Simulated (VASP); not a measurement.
# AgCl (Chlorargyrite) with r2SCAN + rVV10: from relaxation to properties

Aim: relax AgCl (Chlorargyrite), then compute properties on the relaxed cell. The steps: relaxing cell and atoms (r2SCAN + rVV10), second relaxation, density, ELF and potential (r2SCAN + rVV10), bands along the symmetry lines (r2SCAN + rVV10), density of states (r2SCAN + rVV10), dielectric tensor and Born charges (r2SCAN + rVV10) and zone-centre phonons (r2SCAN + rVV10). The start is a cell from a database of measured crystal structures.

Method: r2SCAN with rVV10; plane waves and PAW (Ag, Cl), in VASP 6.6.1.

The database entry behind the starting cell differs from later determinations by our own check (an axis about 1.4 % short against later determinations), so it need not match the best structure at ambient conditions.

### Step 1. Set-up

Before any relaxation, the start is as follows. It takes space group Fm-3m (No. 225, cubic). The conventional cell has a = 5.470 Å, b = 5.470 Å, c = 5.470 Å, α = 90.00°, β = 90.00°, γ = 90.00°. Nearest to Ag lie 6 Cl at 2.73 Å. Nearest to Cl lie 6 Ag at 2.73 Å. Farther neighbours and most contacts between anions are not listed.

### Step 2. Relaxing cell and atoms (r2SCAN + rVV10)

Properties are meant for the cell that this level of theory prefers, so cell and atoms are relaxed first (ISIF = 3) until forces and stress are small; EDIFFG sets the threshold. r2SCAN adds the kinetic-energy density, costs more than a GGA and is run with LASPH. LUSE_VDW switches on a nonlocal correlation term for dispersion.

INCAR reads:

```
SYSTEM = AgCl
PREC = Accurate
ENCUT = 400
EDIFF = 1E-06
NELM = 100
ISMEAR = 0
SIGMA = 0.05
LREAL = .FALSE.
ALGO = Normal
METAGGA = R2SCAN
LUSE_VDW = .TRUE.
IVDW_NL = 2
BPARAM = 11.95
CPARAM = 0.0093
LASPH = .TRUE.
NBANDS = 15
LORBIT = 11
LWAVE = .FALSE.
LCHARG = .FALSE.
KPAR = 2
IBRION = 2
NSW = 60
ISIF = 3
EDIFFG = -0.01
```

POSCAR reads:

```
AgCl
1.0
    0.0000000000      2.7350000000      2.7350000000
    2.7350000000      0.0000000000      2.7350000000
    2.7350000000      2.7350000000      0.0000000000
Ag Cl
1 1
Direct
    0.0000000000      0.0000000000      0.0000000000
    0.5000000000      0.5000000000      0.5000000000
```

KPOINTS reads:

```
Automatic mesh
0
Gamma
7 7 7
0 0 0
```

The projector-augmented-wave data sets are Ag and Cl (PBE family, release 64).

Run with:

```
$ mpirun -np 2 vasp_std
```

Output:

```text
[banner, memory and clock lines left out]
running    2 mpi-ranks, on    1 nodes
 distrk:  each k-point on    1 cores,    2 groups
 distr:  one band on    1 cores,    1 groups

 POSCAR found type information on POSCAR AgCl
 POSCAR found :  2 types and       2 ions
|                                                                             |
|               ----> ADVICE to this user running VASP <----                  |
|                                                                             |
|     You have switched on vdW-DFT.                                           |
|     This routine was written and supplied by Jiri Klimes. We recommend      |
|     that you carefully read and cite the following publications:            |
|       J. Klimes, D.R. Bowler, A. Michelides                                 |
|          J. Phys.: Cond Matt. 22 022201 (2010)                              |
|       J. Klimes, D.R. Bowler, A. Michelides                                 |
|          Phys. Rev. B. 83, 195131 (2011)                                    |
|     and references therein.                                                 |
|                                                                             |

|                                                                             |
|               ----> ADVICE to this user running VASP <----                  |
|                                                                             |
|     You enforced a specific xc type in the INCAR file but a different       |
|     [... a line on the potential file left out ...]
|     I HOPE YOU KNOW WHAT YOU ARE DOING!                                     |
|                                                                             |

 LDA part: xc-table for (None), standard interpolation
 POSCAR, INCAR and KPOINTS ok, starting setup
 FFT: planning ... GRIDC
 FFT: planning ... GRID_SOFT
 FFT: planning ... GRID
 WAVECAR not read
 entering main loop
       N       E                     dE             d eps       ncg     rms          rms(c)
Total rVV10 correction in eV:      0.5239656    21.5737324
Total rVV10 correction in eV:      0.5239656    21.5737324
DAV:   1     0.597633662692E+02    0.59763E+02   -0.76057E+03   616   0.889E+02
DAV:   2    -0.303440638691E+02   -0.90107E+02   -0.83687E+02   740   0.212E+02
DAV:   3    -0.331393745474E+02   -0.27953E+01   -0.27904E+01   761   0.404E+01
DAV:   4    -0.331589399854E+02   -0.19565E-01   -0.19564E-01   754   0.365E+00
DAV:   5    -0.331592298413E+02   -0.28986E-03   -0.28985E-03   775   0.436E-01    0.735E+00
Total rVV10 correction in eV:      0.5232227    21.5737324
Total rVV10 correction in eV:      0.5232227    21.5737324
DAV:   6    -0.281609932478E+02    0.49982E+01   -0.37589E+00   600   0.211E+01    0.643E+00
Total rVV10 correction in eV:      0.5288106    21.5737324
Total rVV10 correction in eV:      0.5288106    21.5737324
DAV:   7    -0.281007171636E+02    0.60276E-01   -0.17619E-01   670   0.449E+00    0.408E+00
Total rVV10 correction in eV:      0.5373507    21.5737324
Total rVV10 correction in eV:      0.5373507    21.5737324
DAV:   8    -0.280895123781E+02    0.11205E-01   -0.11753E-01   656   0.407E+00    0.801E-01
Total rVV10 correction in eV:      0.5394307    21.5737324
Total rVV10 correction in eV:      0.5394307    21.5737324
DAV:   9    -0.280903064340E+02   -0.79406E-03   -0.40170E-03   754   0.731E-01    0.384E-01
Total rVV10 correction in eV:      0.5388973    21.5737324
Total rVV10 correction in eV:      0.5388973    21.5737324
DAV:  10    -0.280896903751E+02    0.61606E-03   -0.14866E-03   775   0.438E-01    0.136E-01
Total rVV10 correction in eV:      0.5385324    21.5737324
Total rVV10 correction in eV:      0.5385324    21.5737324
DAV:  11    -0.280896304509E+02    0.59924E-04   -0.56496E-04   719   0.201E-01    0.336E-02
Total rVV10 correction in eV:      0.5385304    21.5737324
Total rVV10 correction in eV:      0.5385304    21.5737324
DAV:  12    -0.280896323198E+02   -0.18689E-05   -0.85010E-06   775   0.264E-02    0.245E-02
Total rVV10 correction in eV:      0.5386557    21.5737324
Total rVV10 correction in eV:      0.5386557    21.5737324
DAV:  13    -0.280896312262E+02    0.10936E-05   -0.23515E-05   677   0.540E-02    0.629E-03
Total rVV10 correction in eV:      0.5386406    21.5737324
Total rVV10 correction in eV:      0.5386406    21.5737324
DAV:  14    -0.280896308141E+02    0.41203E-06   -0.88120E-07   419   0.113E-02
Total rVV10 correction in eV:      0.5386253    21.5737324
Total rVV10 correction in eV:      0.5386253    21.5737324
Total rVV10 correction in eV:      0.5386339    21.5737324
Total rVV10 correction in eV:      0.5386339    21.5737324
   1 F= -.28089631E+02 E0= -.28089631E+02  d E =-.280896E+02
 curvature:   0.00 expect dE= 0.000E+00 dE for cont linesearch  0.000E+00
 trial: gam= 0.00000 g(F)=  0.307E-60 g(S)=  0.275E-02 ort = 0.000E+00 (trialstep = 0.100E+01)
 search vector abs. value=  0.275E-02
 bond charge predicted
       N       E                     dE             d eps       ncg     rms          rms(c)
Total rVV10 correction in eV:      0.5384309    21.5737324
Total rVV10 correction in eV:      0.5384309    21.5737324
DAV:   1    -0.281234826581E+02   -0.33851E-01   -0.59154E-01   600   0.781E+00    0.131E+00
Total rVV10 correction in eV:      0.5422263    21.5737320
Total rVV10 correction in eV:      0.5422263    21.5737320
DAV:   2    -0.280928896366E+02    0.30593E-01   -0.71727E-02   600   0.313E+00    0.413E-01
Total rVV10 correction in eV:      0.5432842    21.5737320
Total rVV10 correction in eV:      0.5432842    21.5737320
DAV:   3    -0.280910946031E+02    0.17950E-02   -0.59005E-03   740   0.680E-01    0.311E-01
Total rVV10 correction in eV:      0.5432511    21.5737320
Total rVV10 correction in eV:      0.5432511    21.5737320
DAV:   4    -0.280909272829E+02    0.16732E-03   -0.33793E-04   733   0.184E-01    0.489E-02
Total rVV10 correction in eV:      0.5431593    21.5737320
Total rVV10 correction in eV:      0.5431593    21.5737320
DAV:   5    -0.280909176629E+02    0.96201E-05   -0.48817E-05   698   0.109E-01    0.268E-02
Total rVV10 correction in eV:      0.5430969    21.5737320
Total rVV10 correction in eV:      0.5430969    21.5737320
DAV:   6    -0.280909166783E+02    0.98457E-06   -0.11248E-05   691   0.278E-02    0.593E-03
Total rVV10 correction in eV:      0.5430970    21.5737320
Total rVV10 correction in eV:      0.5430970    21.5737320
DAV:   7    -0.280909168835E+02   -0.20520E-06   -0.10704E-07   391   0.330E-03
Total rVV10 correction in eV:      0.5430880    21.5737320
Total rVV10 correction in eV:      0.5430880    21.5737320
Total rVV10 correction in eV:      0.5430873    21.5737320
Total rVV10 correction in eV:      0.5430873    21.5737320
   2 F= -.28090917E+02 E0= -.28090917E+02  d E =-.128607E-02
 trial-energy change:   -0.001286  1 .order   -0.001267   -0.002748    0.000214
 step:   0.9303(harm=  0.9278)  dis= 0.00000  next Energy=   -28.090924 (dE=-0.129E-02)
 reached required accuracy - stopping structural energy minimisation
```

Elapsed: 2.7 min, on 2 MPI ranks of AMD EPYC 7R43, shared host; peak memory 0.43 GiB.

The logs omit lines about the potential files and the build; timing stands in the text.

OUTCAR, selected parts (step 2):

```text
ion  position               nearest neighbor table
   1  0.000  0.000  0.000-   2 2.73   2 2.73   2 2.73   2 2.73   2 2.73   2 2.73
   2  0.500  0.500  0.500-   1 2.73   1 2.73   1 2.73   1 2.73   1 2.73   1 2.73

  LATTYP: Found a face centered cubic cell.
 ALAT       =     5.4700000000

 Subroutine GETGRP returns: Found 48 space group operations
 (whereof 48 operations were pure point group operations)

The static configuration has the point symmetry O_h .

 Found     20 irreducible k-points:

   k-points           NKPTS =     20   k-points in BZ     NKDIM =     20   number of bands    NBANDS=     15

   dimension x,y,z NGX =    28 NGY =   28 NGZ =   28
   dimension x,y,z NGXF=    56 NGYF=   56 NGZF=   56

   ENCUT  =  400.0 eV  29.40 Ry    5.42 a.u.   6.31  6.31  6.31*2*pi/ulx,y,z

   NELECT =      18.0000    total number of electrons

 k-points in reciprocal lattice and weights: Automatic mesh
   0.00000000  0.00000000  0.00000000       0.003
   0.14285714  0.00000000  0.00000000       0.023
   0.28571429  0.00000000  0.00000000       0.023
   0.42857143  0.00000000  0.00000000       0.023
   0.14285714  0.14285714  0.00000000       0.017
   0.28571429  0.14285714  0.00000000       0.070
   0.42857143  0.14285714  0.00000000       0.070
  -0.42857143  0.14285714  0.00000000       0.070
  -0.28571429  0.14285714  0.00000000       0.070
[...]
-0.42857143  0.42857143  0.14285714       0.070
  -0.28571429  0.42857143  0.14285714       0.070

 average (electrostatic) potential at core
       1 -77.8811       2 -94.6238

 E-fermi :   4.1141

 k-point     1 :       0.0000    0.0000    0.0000
  band No.  band energies     occupation
    ...
      5       1.3387      2.00000
      6       1.3388      2.00000
      7       1.3388      2.00000
      8       1.3920      2.00000
      9       1.3920      2.00000
     10       5.2545      0.00000
     11      15.1732      0.00000
     12      15.1732      0.00000
     13      15.1732      0.00000
     14      16.5027      0.00000
    ...

 k-point     2 :       0.1429    0.0000    0.0000
  band No.  band energies     occupation
    ...
      5       1.4130      2.00000
      6       1.4130      2.00000
      7       1.6511      2.00000
      8       2.3371      2.00000
      9       2.3371      2.00000
     10       6.1429      0.00000
     11      13.5140      0.00000
     12      14.7821      0.00000
     13      14.7821      0.00000
     14      16.5392      0.00000
    ...

 k-point     3 :       0.2857    0.0000    0.0000
  band No.  band energies     occupation
    ...
      5       1.5745      2.00000
      6       1.5745      2.00000
      7       1.8564      2.00000
      8       3.2376      2.00000
      9       3.2376      2.00000
     10       7.6543      0.00000
     11      11.7951      0.00000
     12      13.2667      0.00000
     13      13.2667      0.00000
     14      16.9670      0.00000
    ...

  Total       -0.0151662     -0.0151662     -0.0151662      0.0000000      0.0000000     -0.0000000
  in kB       -0.5855660     -0.5855660     -0.5855660      0.0000000      0.0000000     -0.0000000
  external PRESSURE =      -0.5855660 kB  Pullay stress =       0.0000000 kB

  energy-cutoff  :      400.00
  volume of cell :       41.50
      direct lattice vectors                 reciprocal lattice vectors
     0.000000000  2.747856413  2.747856413    -0.181960017  0.181960017  0.181960017
     2.747856413  0.000000000  2.747856413     0.181960017 -0.181960017  0.181960017
     2.747856413  2.747856413  0.000000000     0.181960017  0.181960017 -0.181960017

 POSITION                                       TOTAL-FORCE (eV/Angst)
 -----------------------------------------------------------------------------------
      2.74786      0.00000      2.74786         0.000000      0.000000      0.000000
      2.74786      2.74786      2.74786        -0.000000      0.000000     -0.000000
 -----------------------------------------------------------------------------------
    total drift:                                0.000000      0.000000      0.000000

  FREE ENERGIE OF THE ION-ELECTRON SYSTEM (eV)
  ---------------------------------------------------
  free  energy   TOTEN  =       -28.0909168835 eV

  energy  without entropy=      -28.0909168835  energy(sigma->0) =      -28.09091688

 reached required accuracy - stopping structural energy minimisation

 total charge
# of ion       s       p       d       tot
------------------------------------------
    1        0.200   0.143   9.387   9.729
    2        1.609   3.510   0.000   5.119
--------------------------------------------------
tot          1.809   3.653   9.387  14.849

[... 3 further parts left out ...]
```

The gap is read on the k-mesh alone, so it is an upper bound where the band edges lie off the mesh. The PAW data sets were made with PBE, which is usual practice but a small mismatch for other functionals. The run keeps the 48 symmetry operations of its start, so it cannot find a distortion of lower symmetry.

The steps of the relaxation:

```csv
step,energy less that of the first step (eV),largest force (eV/Å),pressure (GPa),volume (Å³)
1,0.0000,0.0000,0.76,40.92
2,-0.0013,0.0000,-0.06,41.50
```

```
conventional cell, symmetrised  before  after  change
                         a (Å)   5.470  5.496  +0.5 %
                         b (Å)   5.470  5.496  +0.5 %
                         c (Å)   5.470  5.496  +0.5 %
              volume (Å³/atom)   20.46  20.75  +1.4 %
```

The relaxed structure:

```xyz
2
Lattice="0.0000 2.7479 2.7479 2.7479 0.0000 2.7479 2.7479 2.7479 0.0000" Properties=species:S:1:pos:R:3 pbc="T T T"
Ag    0.0000    0.0000    0.0000
Cl    2.7479    2.7479    2.7479
```

This step gave:

```yaml
electrons: 18
bands: 15
irreducible_k_points: 20
symmetry_operations: 48
free_energy_toten: -28.09 eV
fermi_energy: 4.114 eV
pressure: -0.05856 GPa
metallic: no
valence_top_at_k: 0.4286, 0, 0
conduction_bottom_at_k: 0, 0, 0
least_direct_gap_at_k: 0.1429, 0, 0
scf_cycles_over_all_ionic_steps: 21
gap_on_the_k_mesh: 1.444 eV
least_direct_gap_on_the_k_mesh: 3.806 eV
```

It ends with forces that vanish by symmetry and a pressure of -0.06 GPa. The volume lies +1.4 % from that of the database's start.

(Continued in part 2 of 5.)

[Lines on the potential files, build, host, timing and source positions are cut from VASP's logs without a mark.]

[Logs are printed without paths, hosts, clocks, repeated set-up lines and the standing remarks that a program may print on its own settings, such as how far it seeks lower states.]

[Hosts, paths, dates, database ids (printed as entryN), source tags and the programs' standing remarks are cut or masked in the printed files.]

[A measured line is paired with the nearest computed mode of its activity, which favours agreement.]
